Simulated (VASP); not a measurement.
Crystal: Ga3BSb2.

```
Ga B Sb
1.0
     5.95000    0.00000    0.00000
     0.00000    5.95000    0.00000
     0.00000    0.00000    6.64000
Ga B Sb
6 2 4
Cartesian
  2.9750 2.9750 0.0000
  0.0000 0.0000 3.3200
  0.0000 2.9750 4.9800
  2.9750 0.0000 4.9800
  2.9750 0.0000 1.6600
  0.0000 2.9750 1.6600
  0.0000 0.0000 0.0000
  2.9750 2.9750 3.3200
  4.4625 4.4625 0.0000
  1.4875 1.4875 0.0000
  4.4625 1.4875 3.3200
  1.4875 4.4625 3.3200
```

The cell was built by a generator and needn't be a form met in nature.

| Quantity | Value |
| --- | --- |
| Program | VASP 6.6.1 |
| Task | relaxation of cell and atoms |
| Functional | PBE |
| Potentials or basis | VASP PAW PBE potentials, release 64 (Ga_d, B, Sb) |
| Cutoff | 520 eV |
| k mesh | 3 × 3 × 3 |
| Occupations | gaussian, width 0.15 eV |
| Spin | no spin polarisation |

At the start: pressure 30.5 GPa; volume 19.59 Å³/atom.

Q: How do energy, volume and symmetry change on relaxing?

A: Over 22 steps the energy falls by 1083.7 meV/atom and the volume is 24.20 Å³/atom (+23.6 %); space group P4_2/mnm (No. 136, to 0.05 Å).

The path:
```tsv
step	energy change (eV)	largest force (eV/Å)	pressure (GPa)	volume (Å³)
1	0.0000	7.7982	30.49	235.07
2	-11.1117	0.1607	-2.10	383.48
3	-11.1094	0.3480	0.75	338.13
4	-11.2322	0.1876	-0.89	362.24
5	-11.2335	0.1736	-0.67	359.37
6	-11.3839	0.1389	-0.67	352.92
7	-11.6452	0.0557	-0.44	341.89
8	-12.0789	0.1593	0.61	319.18
9	-12.2468	1.4374	5.31	271.10
10	-12.2773	1.4230	5.40	270.45
11	-12.3597	1.4247	5.71	268.41
12	-12.3878	1.3314	6.32	264.06
13	-12.4042	1.3716	5.95	265.61
14	-12.4876	1.2332	5.22	267.30
15	-12.6984	0.8651	3.80	272.41
16	-12.9486	0.2619	1.49	282.83
17	-12.8787	0.5399	-1.84	304.41
18	-13.0013	0.1539	-0.25	291.87
19	-13.0020	0.0871	0.35	290.38
20	-13.0020	0.1095	-0.13	291.07
21	-13.0029	0.1043	0.11	290.91
22	-13.0047	0.0687	0.32	290.45
```

Final structure:
```
Ga B Sb
1.0
     7.75714    0.00000    0.00000
     0.00000    7.75714    0.00000
     0.00000    0.00000    4.82686
Ga B Sb
6 2 4
Cartesian
  3.8786 3.8786 0.0000
  0.0000 7.7571 2.4134
  0.0000 3.8786 3.6201
  3.8786 7.7571 3.6201
  3.8786 0.0000 1.2067
  0.0000 3.8786 1.2067
  0.0000 0.0000 0.0000
  3.8786 3.8786 2.4134
  6.1726 6.1726 0.0000
  1.5845 1.5845 0.0000
  5.4631 2.2941 2.4134
  2.2941 5.4631 2.4134
```

Caveat: the volume moved by over 15 % at a fixed basis, so the end points are rough.
